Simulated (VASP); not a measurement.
Computed with r2SCAN meta-GGA, VASP's PBE PAW potentials (set 64) (plane waves; VASP).

VASP input:

### KPOINTS
```
K-points
0
Gamma
  7 7 7
```

POSCAR:
```
KZnF3
1
    4.0500000000     0.0000000000     0.0000000000
    0.0000000000     4.0500000000     0.0000000000
    0.0000000000     0.0000000000     4.0500000000
K Zn F
1 1 3
Direct
  0.0000000000   0.0000000000   0.0000000000
  0.5000000000   0.5000000000   0.5000000000
  0.5000000000   0.0000000000   0.5000000000
  0.0000000000   0.5000000000   0.5000000000
  0.5000000000   0.5000000000   0.0000000000
```

**INCAR**
```
METAGGA = R2SCAN
LASPH = .TRUE.   ! aspherical one-centre terms
PREC = Accurate
EDIFF = 1E-7
LOPTICS = .TRUE.
LPEAD = .TRUE.
ALGO = Normal   ! blocked Davidson
SYSTEM = KZnF3
CSHIFT = 0.1
NEDOS = 1001
ENCUT = 520
LCHARG = .FALSE.
ISMEAR = 0
NBANDS = 75
LMIXTAU = .TRUE.
LMAXMIX = 4
NELM = 100   ! most electronic steps
SIGMA = 0.01   ! width (eV)
LREAL = .FALSE.   ! projection in real space or not
LWAVE = .FALSE.
```

POTCAR, in this order: K_sv Zn F (PBE.64 set). Program: vasp_std.

Output of the run:

### OSZICAR
```
       N       E                     dE             d eps       ncg     rms          rms(c)
DAV:   1     0.377792741285E+03    0.37779E+03   -0.17699E+04  3315   0.690E+02
DAV:   2    -0.125478947964E+02   -0.39034E+03   -0.33812E+03  3112   0.228E+02
DAV:   3    -0.500706575906E+02   -0.37523E+02   -0.36447E+02  3502   0.667E+01
DAV:   4    -0.509588085003E+02   -0.88815E+00   -0.88489E+00  3744   0.987E+00
DAV:   5    -0.509653874745E+02   -0.65790E-02   -0.65778E-02  3512   0.821E-01    0.113E+01
DAV:   6    -0.405139585944E+02    0.10451E+02   -0.95396E-01  4336   0.136E+01    0.795E+00
DAV:   7    -0.378764527093E+02    0.26375E+01   -0.96920E-01  3578   0.441E+00    0.353E+00
DAV:   8    -0.424896256495E+02   -0.46132E+01   -0.64990E-01  3494   0.534E+00    0.167E+00
DAV:   9    -0.377655506155E+02    0.47241E+01   -0.35854E-01  3067   0.427E+00    0.124E+00
DAV:  10    -0.382725130996E+02   -0.50696E+00   -0.14086E-01  3037   0.172E+00    0.521E-01
DAV:  11    -0.382589235949E+02    0.13590E-01   -0.30028E-03  3893   0.566E-01    0.293E-01
DAV:  12    -0.383555915381E+02   -0.96668E-01   -0.21665E-02  3094   0.613E-01    0.138E-01
DAV:  13    -0.383408416254E+02    0.14750E-01   -0.34296E-03  3125   0.378E-01    0.927E-02
DAV:  14    -0.383563076181E+02   -0.15466E-01   -0.23084E-03  3109   0.284E-01    0.607E-02
DAV:  15    -0.383563349346E+02   -0.27317E-04   -0.10648E-04  3752   0.410E-02    0.571E-02
DAV:  16    -0.383562145938E+02    0.12034E-03   -0.47634E-06  3248   0.106E-02    0.534E-02
DAV:  17    -0.383562669860E+02   -0.52392E-04   -0.78693E-05  3110   0.972E-02    0.351E-02
DAV:  18    -0.383563693867E+02   -0.10240E-03   -0.25181E-05  3118   0.404E-02    0.353E-02
DAV:  19    -0.383563736272E+02   -0.42405E-05   -0.79821E-06  3482   0.103E-02    0.322E-02
DAV:  20    -0.383563726247E+02    0.10026E-05   -0.22813E-07  3647   0.355E-03    0.293E-02
DAV:  21    -0.383563697749E+02    0.28498E-05   -0.69253E-07  3169   0.275E-02    0.240E-02
DAV:  22    -0.383563688901E+02    0.88479E-06   -0.43541E-07  3490   0.845E-03    0.205E-02
DAV:  23    -0.383563684790E+02    0.41106E-06   -0.55955E-07  3140   0.988E-03    0.150E-02
DAV:  24    -0.383563675513E+02    0.92771E-06   -0.76221E-07  3166   0.629E-03    0.881E-03
DAV:  25    -0.383563677974E+02   -0.24612E-06   -0.26632E-07  3115   0.261E-03    0.774E-03
DAV:  26    -0.383563672383E+02    0.55913E-06   -0.12363E-07  3073   0.212E-03    0.403E-03
DAV:  27    -0.383563671810E+02    0.57308E-07   -0.10104E-07  3183   0.132E-03
   1 F= -.38356367E+02 E0= -.38356367E+02  d E =-.269836E-30
 imaginary and real dielectric function
```

### OUTCAR
```
------------------------ aborting loop because EDIFF is reached ----------------------------------------
  FORCE on cell =-STRESS in cart. coord.  units (eV):
  Direction    XX          YY          ZZ          XY          YZ          ZX
  --------------------------------------------------------------------------------------
  Total        0.0229213      0.0229213      0.0229213     -0.0000000     -0.0000000      0.0000000
  in kB        0.5528213      0.5528213      0.5528213     -0.0000000     -0.0000000      0.0000000
  external PRESSURE =       0.5528213 kB  Pullay stress =       0.0000000 kB
  volume of cell :       66.43
      direct lattice vectors                 reciprocal lattice vectors
     4.050000000  0.000000000  0.000000000     0.246913580  0.000000000  0.000000000
     0.000000000  4.050000000  0.000000000     0.000000000  0.246913580  0.000000000
     0.000000000  0.000000000  4.050000000     0.000000000  0.000000000  0.246913580
 POSITION                                       TOTAL-FORCE (eV/Angst)
 -----------------------------------------------------------------------------------
      0.00000      0.00000      0.00000         0.000000      0.000000      0.000000
      2.02500      2.02500      2.02500         0.000000      0.000000      0.000000
      2.02500      0.00000      2.02500         0.000000      0.000000      0.000000
      0.00000      2.02500      2.02500         0.000000      0.000000      0.000000
      2.02500      2.02500      0.00000         0.000000      0.000000      0.000000
 -----------------------------------------------------------------------------------
    total drift:                                0.000000      0.000000     -0.000000
  FREE ENERGIE OF THE ION-ELECTRON SYSTEM (eV)
  ---------------------------------------------------
  free  energy   TOTEN  =       -38.3563671810 eV

  energy  without entropy=      -38.3563671810  energy(sigma->0) =      -38.35636718

 plasma frequency squared (from intraband transitions) (eV^2)
  --------------------------------------------------------------------------------------
       0.000       0.000       0.000
       0.000       0.000       0.000
       0.000       0.000       0.000

 plasma frequency squared (from interband transitions, int dw w eps(2)(w)) (eV^2)
  --------------------------------------------------------------------------------------
     485.317       0.000       0.000      -0.000      -0.000       0.000
       0.000       0.000     485.317       0.000      -0.000       0.000
      -0.000      -0.000      -0.000      -0.000     485.317       0.000
```
(Selected blocks of OUTCAR.)

The compound is KZnF3 in the cubic perovskite structure. The cell was not relaxed at this level.
